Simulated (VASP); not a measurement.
```xyz
3
Lattice="0.0000 2.7846 2.7846 2.7846 0.0000 2.7846 2.7846 2.7846 0.0000" Properties=species:S:1:pos:R:3 pbc="T T T"
Ca     0.0000     0.0000     0.0000
F      1.3923     1.3923     1.3923
F      4.1769     4.1769     4.1769
```

The base run (VASP): PBE GGA, plane waves, VASP's PBE PAW potentials (set 64). Run with 520 eV cut-off, 6×6×6 Γ-centred mesh, Gaussian smearing of 0.050 eV, potentials Ca_sv F.

One setting is varied; ΔE counts from the base run. The base run took about 9 core-seconds. Times come from single runs on busy shared machines, so they are rough: good to a factor of about 2.

Pressures at a finite cut-off, here 520 eV, hold a Pulay part, which wasn't tested here.

```csv
setting,cost over the base run,electronic steps,ΔE (meV/atom),pressure (GPa)
PREC = Low,within a factor of 2,13,-4.5,-1.95
PREC = Normal,within a factor of 2,13,0.0,-2.08
LASPH = .FALSE.,within a factor of 2,13,0.0,-2.08
PREC = Single,within a factor of 2,13,-1.0,-2.08
base run,reference,13,0.0,-2.08
ADDGRID = .TRUE.,within a factor of 2,13,0.0,-2.09
LREAL = Auto,within a factor of 2,13,-0.5,-2.13
```

Left out are runs that failed, have no time on record or changed the cell.

The compound is CaF2 in the fluorite structure. The cell was not relaxed at this level.
